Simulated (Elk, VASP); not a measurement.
An input for Elk (PBEsol, all-electron FP-LAPW, Elk's shipped species files, APW+lo basis with extra local orbitals):

```
tasks
  0

xctype
  22

rgkmax
  8.0

gmaxvr
  16.0

nxlo
  2

lorbcnd
  .true.

rmtscf
  0.95

lmaxi
  2

stype
  0

swidth
  0.00734986

maxscl
  100

avec
   10.4852963243    0.0000000595    0.0000000000
   -5.2426482136    9.0805329533    0.0000000000
    0.0000000000    0.0000000000    8.6098945800

sppath
  'species/'

atoms
  3
  'Sr.in'
  1
  0.0000000000  0.0000000000  0.0000000000    0.0 0.0 0.0
  'Ag.in'
  3
  0.5000000000  0.0000000000  0.5000000000    0.0 0.0 0.0
  0.5000000000  0.5000000000  0.5000000000    0.0 0.0 0.0
  0.0000000000  0.5000000000  0.5000000000    0.0 0.0 0.0
  'Pd.in'
  2
  0.3333333333  0.6666666667  0.0000000000    0.0 0.0 0.0
  0.6666666667  0.3333333333  0.0000000000    0.0 0.0 0.0

ngridk
  6 6 6
```

Problem. Write the VASP files for the same calculation.

Solution. One set of files that does it:

### KPOINTS
```
Automatic mesh
0
Gamma
6 6 6
0 0 0
```

### INCAR
```
! general
SYSTEM  = SrAg3Pd2
PREC    = Accurate
ENCUT   = 300   ! plane-wave cut-off (eV)
LREAL   = .FALSE.   ! projection in real space or not
LASPH   = .TRUE.   ! aspherical one-centre terms

! electronic loop
EDIFF   = 1E-6   ! SCF stop (eV)
NELM    = 100   ! most electronic steps
ALGO    = Normal   ! blocked Davidson
LMAXMIX = 4   ! l cut-off of mixed one-centre charges

! smearing
ISMEAR  = 0   ! Gaussian
SIGMA   = 0.2

! functional
GGA     = PS

! ions
ISIF    = 2   ! forces and stress, cell fixed

! output
LWAVE   = .FALSE.
LCHARG  = .FALSE.
```

File POSCAR:
```
SrAg3Pd2
1
    5.5485800000     0.0000000000     0.0000000000
   -2.7742900000     4.8052110000     0.0000000000
    0.0000000000     0.0000000000     4.5561600000
Sr Ag Pd
1 3 2
Direct
  0.0000000000   0.0000000000   0.0000000000
  0.5000000000   0.0000000000   0.5000000000
  0.5000000000   0.5000000000   0.5000000000
  0.0000000000   0.5000000000   0.5000000000
  0.3333330000   0.6666670000   0.0000000000
  0.6666670000   0.3333330000   0.0000000000
```

POTCAR, in this order: Sr_sv Ag Pd (PBE.64 set). Program: vasp_std.

The two runs describe the same crystal, functional and task. Each code takes its own potentials, basis and convergence tests.

VASP also gives the stress here, which the Elk input doesn't ask for.

The structure comes from a computed database's SrAg3Pd2 entry (P6/mmm); how it stands against other phases isn't given here. The cell was not relaxed at this level, and it may have been scaled.
